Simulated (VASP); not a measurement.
# Li2ZnCl4 (Fd-3m): formation energy of the defect Li_Zn, part 4 of 6

Aim: the formation energy and local structure of the defect Li_Zn in Li2ZnCl4 (Fd-3m). The start is a computed cell from the Materials Project.

VASP 6.6.1, plane waves and PAW; the level of theory is named at each step.

So far. Step 2 (The host at zero pressure): The run ended after 7 ionic steps, 0.007 eV below its first step, once forces and stress met EDIFFG = -0.02. Step 4 (The perfect supercell): The perfect cell has a gap of 4.20 eV on this mesh, with its valence-band top at 0.201 eV, and charged states follow.

### Step 5. Reference Zn

This step: PBEsol; plane waves and PAW (Zn) (VASP 6.6.1).

System of this step: Zn. Symmetry: P6_3/mmc, No. 194, hexagonal system. The conventional cell has a = 2.660 Å, b = 2.660 Å, c = 4.937 Å, α = 90.00°, β = 90.00°, γ = 120.00°. Nearest to Zn lie 12 Zn at 2.66 to 2.91 Å.

The reference for Zn is its crystal, relaxed at the cutoff of the large cell.

File INCAR:

```
SYSTEM = Zn
PREC = Normal
ENCUT = 300
EDIFF = 1E-05
NELM = 120
ISMEAR = 1
SIGMA = 0.1
LREAL = Auto
ALGO = Fast
GGA = PS
NBANDS = 18
LORBIT = 11
LWAVE = .FALSE.
LCHARG = .FALSE.
KPAR = 4
IBRION = 2
NSW = 25
ISIF = 3
EDIFFG = -0.02
POTIM = 0.4
```

File POSCAR:

```
Zn
1.0
    2.6600000000      0.0000000000      0.0000000000
   -1.3300000000      2.3036275741      0.0000000000
    0.0000000000      0.0000000000      4.9369600000
Zn
2
Direct
    0.0000000000      0.0000000000      0.0000000000
    0.3333333333      0.6666666667      0.5000000000
```

File KPOINTS:

```
Automatic mesh
0
Gamma
11 11 6
0 0 0
```

PAW data sets: Zn (PBE family, release 64).

The run is started by

```sh
mpirun -np 4 vasp_std
```

The log of the run:

```text
[banner, memory and clock lines left out]
running    4 mpi-ranks, on    1 nodes
 distrk:  each k-point on    1 cores,    4 groups
 distr:  one band on    1 cores,    1 groups

 POSCAR found type information on POSCAR Zn
 POSCAR found :  1 types and       2 ions
|                                                                             |
|               ----> ADVICE to this user running VASP <----                  |
|                                                                             |
|     You have a (more or less) 'small supercell' and for smaller cells       |
|     it is recommended to use the reciprocal-space projection scheme!        |
|     The real-space optimization is not efficient for small cells and it     |
|     is also less accurate ...                                               |
|     Therefore, set LREAL=.FALSE. in the INCAR file.                         |
|                                                                             |

 [... a notice as in an earlier step ...]

 LDA part: xc-table for (Slater+PW92), standard interpolation
 POSCAR, INCAR and KPOINTS ok, starting setup
 FFT: planning ... GRIDC
 FFT: planning ... GRID_SOFT
 FFT: planning ... GRID
 WAVECAR not read
 entering main loop
       N       E                     dE             d eps       ncg     rms          rms(c)
DAV:   1     0.848634045940E+02    0.84863E+02   -0.91310E+03  2360   0.147E+03
DAV:   2    -0.531987537935E+00   -0.85395E+02   -0.83662E+02  2330   0.240E+02
DAV:   3    -0.340205553312E+01   -0.28701E+01   -0.28627E+01  2586   0.520E+01
DAV:   4    -0.341342678913E+01   -0.11371E-01   -0.11370E-01  2584   0.338E+00
DAV:   5    -0.341344018029E+01   -0.13391E-04   -0.13391E-04  2496   0.100E-01    0.417E+00
RMM:   6    -0.315013531879E+01    0.26330E+00   -0.10561E+00  2304   0.122E+01    0.312E+00
RMM:   7    -0.313744615040E+01    0.12689E-01   -0.29586E-02  2304   0.241E+00    0.158E+00
RMM:   8    -0.312982266207E+01    0.76235E-02   -0.55170E-03  2304   0.563E-01    0.117E-01
RMM:   9    -0.312974227847E+01    0.80384E-04   -0.15639E-03  2304   0.549E-01    0.861E-02
RMM:  10    -0.312970992213E+01    0.32356E-04   -0.14634E-04  2287   0.122E-01    0.420E-03
RMM:  11    -0.312971076106E+01   -0.83893E-06   -0.97523E-06  1374   0.270E-02
   1 F= -.31297108E+01 E0= -.31297347E+01  d E =-.312971E+01
 curvature:   0.00 expect dE= 0.000E+00 dE for cont linesearch  0.000E+00
 trial: gam= 0.00000 g(F)=  0.216E-45 g(S)=  0.497E-01 ort = 0.000E+00 (trialstep = 0.100E+01)
 search vector abs. value=  0.497E-01
 bond charge predicted
       N       E                     dE             d eps       ncg     rms          rms(c)
DAV:   1    -0.427291620584E+01   -0.11432E+01   -0.99911E+00  2448   0.562E+01    0.765E+00
RMM:   2    -0.328507546031E+01    0.98784E+00   -0.37056E+00  2305   0.245E+01    0.232E+00
RMM:   3    -0.319841547462E+01    0.86660E-01   -0.17390E-01  2304   0.556E+00    0.139E+00
RMM:   4    -0.315726872750E+01    0.41147E-01   -0.14273E-02  2304   0.889E-01    0.117E-01
RMM:   5    -0.315693603379E+01    0.33269E-03   -0.19238E-03  2304   0.587E-01    0.713E-02
RMM:   6    -0.315695424049E+01   -0.18207E-04   -0.24903E-04  2300   0.145E-01    0.176E-02
RMM:   7    -0.315695295250E+01    0.12880E-05   -0.36801E-05  1826   0.754E-02
   2 F= -.31569530E+01 E0= -.31569320E+01  d E =-.272422E-01
[... from here on, the cycles between the ionic steps are left out ...]
   3 F= -.31573104E+01 E0= -.31572565E+01  d E =-.275997E-01
   4 F= -.31557830E+01 E0= -.31556628E+01  d E =-.260722E-01
   5 F= -.31570380E+01 E0= -.31569551E+01  d E =-.273273E-01
   6 F= -.31572158E+01 E0= -.31571444E+01  d E =-.275050E-01
   7 F= -.31572883E+01 E0= -.31572256E+01  d E =-.275775E-01
   8 F= -.31618974E+01 E0= -.31618227E+01  d E =-.460913E-02
   9 F= -.31671124E+01 E0= -.31670006E+01  d E =-.982413E-02
  10 F= -.31698958E+01 E0= -.31697101E+01  d E =-.126076E-01
  11 F= -.31785182E+01 E0= -.31784435E+01  d E =-.212299E-01
  12 F= -.31770152E+01 E0= -.31767242E+01  d E =-.197269E-01
  13 F= -.31832723E+01 E0= -.31831131E+01  d E =-.259840E-01
  14 F= -.31810622E+01 E0= -.31808578E+01  d E =0.221013E-02
  15 F= -.31852614E+01 E0= -.31850929E+01  d E =-.198906E-02
  16 F= -.31851781E+01 E0= -.31850077E+01  d E =-.190577E-02
  17 F= -.31852142E+01 E0= -.31850447E+01  d E =-.194192E-02
  18 F= -.31852459E+01 E0= -.31850770E+01  d E =-.197355E-02
  19 F= -.31852378E+01 E0= -.31850685E+01  d E =-.196550E-02
  20 F= -.31852541E+01 E0= -.31850732E+01  d E =-.162769E-04
  21 F= -.31854216E+01 E0= -.31852425E+01  d E =-.183827E-03
 curvature:  -0.66 expect dE=-0.367E-03 dE for cont linesearch -0.196E-03
 ZBRENT: interpolating
 opt :   0.6084  next Energy=    -3.185320 (dE=-0.819E-04)
 bond charge predicted
       N       E                     dE             d eps       ncg     rms          rms(c)
DAV:   1    -0.318636746787E+01   -0.94516E-03   -0.11971E-02  2540   0.171E+00    0.224E-01
RMM:   2    -0.318551921815E+01    0.84825E-03   -0.25396E-03  2304   0.605E-01    0.883E-02
RMM:   3    -0.318540520698E+01    0.11401E-03   -0.11411E-04  2304   0.124E-01    0.501E-02
RMM:   4    -0.318535204643E+01    0.53161E-04   -0.44793E-05  2044   0.568E-02    0.715E-03
RMM:   5    -0.318535188818E+01    0.15826E-06   -0.10193E-05  1378   0.416E-02
  22 F= -.31853519E+01 E0= -.31851769E+01  d E =-.114072E-03
 curvature:  -0.28 expect dE=-0.605E-05 dE for cont linesearch -0.437E-06
 trial: gam= 0.00000 g(F)=  0.865E-45 g(S)=  0.220E-04 ort =-0.203E-04 (trialstep = 0.213E+01)
 search vector abs. value=  0.220E-04
 reached required accuracy - stopping structural energy minimisation
```

Run time: 16 s. Hardware: 4 MPI ranks of Intel Xeon 6975P-C (Granite Rapids), shared host; peak memory 0.46 GiB.

From OUTCAR (step 5):

```text
   k-points           NKPTS =     64   k-points in BZ     NKDIM =     64   number of bands    NBANDS=     18

   ENCUT  =  300.0 eV  22.05 Ry    4.70 a.u.   3.76  3.76  6.97*2*pi/ulx,y,z

   NELECT =      24.0000    total number of electrons

 E-fermi :   3.7089

 k-point     1 :       0.0000    0.0000    0.0000
  band No.  band energies     occupation
    ...
      9      -3.9649      2.00000
     10      -3.5528      2.00000
     11      -3.5528      2.00000
     12       0.1776      2.00000
     13       2.1679      2.00000
     14      19.6779      0.00000
     15      19.6780      0.00000
     16      21.6320      0.00000
     17      21.7264      0.00000
     18      22.6010      0.00000

  Total       -0.0232164     -0.0232164     -0.0078317      0.0000000      0.0000000      0.0000000
  in kB       -1.3354449     -1.3354449     -0.4504907      0.0000000      0.0000000      0.0000000
  external PRESSURE =      -1.0404602 kB  Pullay stress =       0.0000000 kB

 POSITION                                       TOTAL-FORCE (eV/Angst)
 -----------------------------------------------------------------------------------
      0.00000      0.00000      0.00000        -0.000000      0.000000     -0.000000
     -0.00000      1.55400      2.21970         0.000000     -0.000000      0.000000
 -----------------------------------------------------------------------------------
    total drift:                                0.000000     -0.000000     -0.000000

  FREE ENERGIE OF THE ION-ELECTRON SYSTEM (eV)
  ---------------------------------------------------
  free  energy   TOTEN  =        -3.1853518882 eV

  energy  without entropy=       -3.1848268871  energy(sigma->0) =       -3.18517689

[... 1 part as in an earlier step ...]

[... 15 further parts left out ...]
```

CONTCAR:

```
Zn
   1.00000000000000
     2.6916107011712880   -0.0000000000000000    0.0000000000000000
    -1.3458053505856440    2.3310032443467987   -0.0000000000000000
     0.0000000000000000   -0.0000000000000000    4.4393954190323823
  Zn
     2
Direct
     0.0000000000000000    0.0000000000000000    0.0000000000000000
     0.3333333332999970    0.6666666667000030    0.5000000000000000
```

The k-mesh is coarse for a metal. The run keeps the 24 symmetry operations of its start, so it cannot find a distortion of lower symmetry.

Relaxation path:

```csv
step,energy less that of the first step (eV),largest force (eV/Å),pressure (GPa),volume (Å³)
1,0.0000,0.0000,-4.89,30.25
2,-0.0272,0.0000,-0.46,28.66
3,-0.0276,0.0000,-0.53,28.47
4,-0.0261,0.0000,1.03,28.07
5,-0.0273,0.0000,0.57,28.30
6,-0.0275,0.0000,0.72,28.37
7,-0.0276,0.0000,0.49,28.42
8,-0.0322,0.0000,0.11,28.33
9,-0.0374,0.0000,0.20,28.20
10,-0.0402,0.0000,0.11,27.93
11,-0.0488,0.0000,2.63,27.31
12,-0.0473,0.0000,1.44,27.72
13,-0.0536,0.0000,1.27,27.51
14,-0.0514,0.0000,-1.13,28.47
15,-0.0556,0.0000,-0.08,27.83
16,-0.0555,0.0000,0.21,27.79
17,-0.0555,0.0000,0.46,27.80
18,-0.0555,0.0000,0.07,27.82
19,-0.0555,0.0000,0.39,27.81
20,-0.0555,0.0000,-0.07,27.98
21,-0.0557,0.0000,-0.56,27.89
22,-0.0556,0.0000,-0.10,27.85
```

```
conventional cell, symmetrised  before  after   change
                         a (Å)   2.660  2.692   +1.2 %
                         b (Å)   2.660  2.692   +1.2 %
                         c (Å)   4.937  4.439  -10.1 %
              volume (Å³/atom)   15.13  13.93   -7.9 %
```

The relaxed structure:

```cif
data_structure
_symmetry_space_group_name_H-M 'P 1'
_symmetry_Int_Tables_number 1
_cell_length_a 2.6916
_cell_length_b 2.6916
_cell_length_c 4.4394
_cell_angle_alpha 90.000
_cell_angle_beta 90.000
_cell_angle_gamma 120.000
_cell_volume 27.85
loop_
_atom_site_label
_atom_site_type_symbol
_atom_site_fract_x
_atom_site_fract_y
_atom_site_fract_z
_atom_site_occupancy
Zn1 Zn 0.00000 0.00000 0.00000 1
Zn2 Zn 0.33333 0.66667 0.50000 1
```

Numbers from this step:

* electronic cycles: 131
* electrons: 24
* free energy (TOTEN): -3.185 eV
* energy at zero smearing: -3.185 eV
* Fermi energy: 3.709 eV
* labelled metallic, from the levels on this mesh: yes

The run ended after 22 ionic steps, 0.056 eV below its first step, once forces and stress met EDIFFG = -0.02.

The edges of the cell as typed change unequally, by -10.1 to +1.2 %. In a metal that hangs on the k mesh, which was not refined here; the energy is less touched by it than the shape.

Energy at zero smearing: -3.18518 eV.

### Step 6. Reference Li

This step: PBEsol; plane waves and PAW (Li) (VASP 6.6.1).

System of this step: Li. The structure is cubic, space group Im-3m (No. 229). The conventional cell has a = 3.490 Å, b = 3.490 Å, c = 3.490 Å, α = 90.00°, β = 90.00°, γ = 90.00°. Nearest to Li lie 8 Li at 3.02 Å.

The reference for Li is its crystal, relaxed at the cutoff of the large cell.

Edit INCAR of step 5 so:

```diff
@@ -1,2 +1,2 @@
-SYSTEM = Zn
+SYSTEM = Li
 PREC = Normal
@@ -10,3 +10,3 @@
 GGA = PS
-NBANDS = 18
+NBANDS = 6
 LORBIT = 11
```

File POSCAR:

```
Li
1.0
   -1.7450000000      1.7450000000      1.7450000000
    1.7450000000     -1.7450000000      1.7450000000
    1.7450000000      1.7450000000     -1.7450000000
Li
1
Direct
    0.0000000000      0.0000000000      0.0000000000
```

File KPOINTS:

```
Automatic mesh
0
Gamma
11 11 11
0 0 0
```

PAW data sets: Li (PBE family, release 64).

The run is started by

```sh
mpirun -np 4 vasp_std
```

The log of the run:

```text
[banner, memory and clock lines left out]
running    4 mpi-ranks, on    1 nodes
 distrk:  each k-point on    1 cores,    4 groups
 distr:  one band on    1 cores,    1 groups

 POSCAR found type information on POSCAR Li
 POSCAR found :  1 types and       1 ions
 [... a notice as in an earlier step ...]

 [... a notice as in an earlier step ...]

 LDA part: xc-table for (Slater+PW92), standard interpolation
 POSCAR, INCAR and KPOINTS ok, starting setup
 FFT: planning ... GRIDC
 FFT: planning ... GRID_SOFT
 FFT: planning ... GRID
 WAVECAR not read
 entering main loop
       N       E                     dE             d eps       ncg     rms          rms(c)
DAV:   1    -0.188109487559E+01   -0.18811E+01   -0.13808E+02   852   0.313E+01
DAV:   2    -0.196106860044E+01   -0.79974E-01   -0.66918E-01   936   0.313E+00
DAV:   3    -0.196132279579E+01   -0.25420E-03   -0.25420E-03   756   0.134E-01
DAV:   4    -0.196132289979E+01   -0.10400E-06   -0.10399E-06   894   0.244E-03
DAV:   5    -0.196132289984E+01   -0.43313E-10   -0.49042E-10   720   0.458E-05    0.138E-01
RMM:   6    -0.196051012694E+01    0.81277E-03   -0.18384E-05   657   0.173E-02    0.902E-02
RMM:   7    -0.196001470171E+01    0.49543E-03   -0.57177E-05   664   0.336E-02    0.410E-03
RMM:   8    -0.196000470206E+01    0.99997E-05   -0.30211E-06   424   0.106E-02
   1 F= -.19600047E+01 E0= -.19597495E+01  d E =-.196000E+01
 curvature:   0.00 expect dE= 0.000E+00 dE for cont linesearch  0.000E+00
 trial: gam= 0.00000 g(F)=  0.000E+00 g(S)=  0.551E-03 ort = 0.000E+00 (trialstep = 0.100E+01)
 search vector abs. value=  0.551E-03
 bond charge predicted
       N       E                     dE             d eps       ncg     rms          rms(c)
DAV:   1    -0.196049600830E+01   -0.48131E-03   -0.17913E-04   738   0.443E-02    0.226E-03
RMM:   2    -0.196049598650E+01    0.21800E-07   -0.12299E-06   266   0.612E-03
   2 F= -.19604960E+01 E0= -.19602376E+01  d E =-.491284E-03
[...]
3 F= -.19614234E+01 E0= -.19611558E+01  d E =-.141872E-02
[...]
4 F= -.19602082E+01 E0= -.19599248E+01  d E =-.203505E-03
 curvature:  13.73 expect dE= 0.829E-02 dE for cont linesearch  0.829E-02
 ZBRENT: bracketing found
 ZBRENT: interpolating
 opt :   5.3216  next Energy=    -1.961531 (dE=-0.153E-02)
 bond charge predicted
       N       E                     dE             d eps       ncg     rms          rms(c)
DAV:   1    -0.196155572243E+01   -0.13405E-02   -0.39607E-03   678   0.213E-01    0.114E-02
RMM:   2    -0.196154626072E+01    0.94617E-05   -0.34970E-05   556   0.333E-02
   5 F= -.19615463E+01 E0= -.19612748E+01  d E =-.154156E-02
 curvature:  -0.18 expect dE=-0.440E-07 dE for cont linesearch -0.440E-07
 trial: gam=-0.02072 g(F)=  0.321E-66 g(S)=  0.247E-06 ort = 0.117E-04 (trialstep = 0.186E+01)
 search vector abs. value=  0.211E-09
 reached required accuracy - stopping structural energy minimisation
```

Run time: 1.4 s. Hardware: 4 MPI ranks; peak memory 0.38 GiB; 3.5 s of CPU time.

Parts of OUTCAR (step 6):

```text
   k-points           NKPTS =     56   k-points in BZ     NKDIM =     56   number of bands    NBANDS=      6

   ENCUT  =  300.0 eV  22.05 Ry    4.70 a.u.   4.27  4.27  4.27*2*pi/ulx,y,z

   NELECT =       1.0000    total number of electrons

 E-fermi :   0.3951

 k-point     1 :       0.0000    0.0000    0.0000
  band No.  band energies     occupation
      1      -3.1698      2.00000
      2      15.1014      0.00000
      3      15.1015      0.00000
      4      15.1015      0.00000
      5      19.6812      0.00000
      6      19.6812      0.00000

  Total       -0.0014597     -0.0014597     -0.0014597      0.0000000     -0.0000000      0.0000000
  in kB       -0.1148441     -0.1148441     -0.1148441      0.0000000     -0.0000000      0.0000000
  external PRESSURE =      -0.1148441 kB  Pullay stress =       0.0000000 kB

 POSITION                                       TOTAL-FORCE (eV/Angst)
 -----------------------------------------------------------------------------------
      0.00000      0.00000      0.00000        -0.000000      0.000000      0.000000
 -----------------------------------------------------------------------------------
    total drift:                               -0.000000      0.000000      0.000000

  FREE ENERGIE OF THE ION-ELECTRON SYSTEM (eV)
  ---------------------------------------------------
  free  energy   TOTEN  =        -1.9615462607 eV

  energy  without entropy=       -1.9607317927  energy(sigma->0) =       -1.96127477

[... 1 part as in an earlier step ...]

[... 15 further parts left out ...]
```

CONTCAR:

```
Li
   1.00000000000000
    -1.7202820720785748    1.7202820720785748    1.7202820720785748
     1.7202820720785748   -1.7202820720785748    1.7202820720785748
     1.7202820720785748    1.7202820720785748   -1.7202820720785748
  Li
     1
Direct
     0.0000000000000000    0.0000000000000000    0.0000000000000000
```

This run has no spin polarisation. Its electron count is odd, so without a moment it is a metal by construction.

Relaxation path:

| step | energy less that of the first step (eV) | largest force (eV/Å) | pressure (GPa) | volume (Å³) |
| --- | --- | --- | --- | --- |
| 1 | 0.0000 | 0.0000 | -0.52 | 21.25 |
| 2 | -0.0005 | 0.0000 | -0.41 | 21.08 |
| 3 | -0.0014 | 0.0000 | -0.16 | 20.58 |
| 4 | -0.0002 | 0.0000 | 0.59 | 19.60 |
| 5 | -0.0015 | 0.0000 | -0.01 | 20.36 |

```
conventional cell, symmetrised  before  after  change
                         a (Å)   3.490  3.441  -1.4 %
                         b (Å)   3.490  3.441  -1.4 %
                         c (Å)   3.490  3.441  -1.4 %
              volume (Å³/atom)   21.25  20.36  -4.2 %
```

Final coordinates:

```cif
data_structure
_symmetry_space_group_name_H-M 'P 1'
_symmetry_Int_Tables_number 1
_cell_length_a 2.9796
_cell_length_b 2.9796
_cell_length_c 2.9796
_cell_angle_alpha 109.471
_cell_angle_beta 109.471
_cell_angle_gamma 109.471
_cell_volume 20.36
loop_
_atom_site_label
_atom_site_type_symbol
_atom_site_fract_x
_atom_site_fract_y
_atom_site_fract_z
_atom_site_occupancy
Li1 Li 0.00000 0.00000 0.00000 1
```

This step gave:

```
electronic cycles       : 16
electrons               : 1
free energy (TOTEN)     : -1.962 eV
energy at zero smearing : -1.961 eV
Fermi energy            : 0.3951 eV
```

The run ended after 5 ionic steps, 0.002 eV below its first step, once forces and stress met EDIFFG = -0.02.

Energy at zero smearing: -1.96127 eV.

[end of part 4 of 6]

[Lines on the potential files, build, host, timing and source positions are cut from VASP's logs without a mark.]

[Logs are printed without paths, hosts, clocks, repeated set-up lines and the standing remarks that a program may print on its own settings, such as how far it seeks lower states.]

[Hosts, paths, dates, database ids (printed as entryN), source tags and the programs' standing remarks are cut or masked in the printed files.]

[In band tables of VASP the shares of atoms and orbitals are scaled to a sum of 1 inside the atoms' spheres.]

[Runs that stopped without an error message from VASP are left out.]
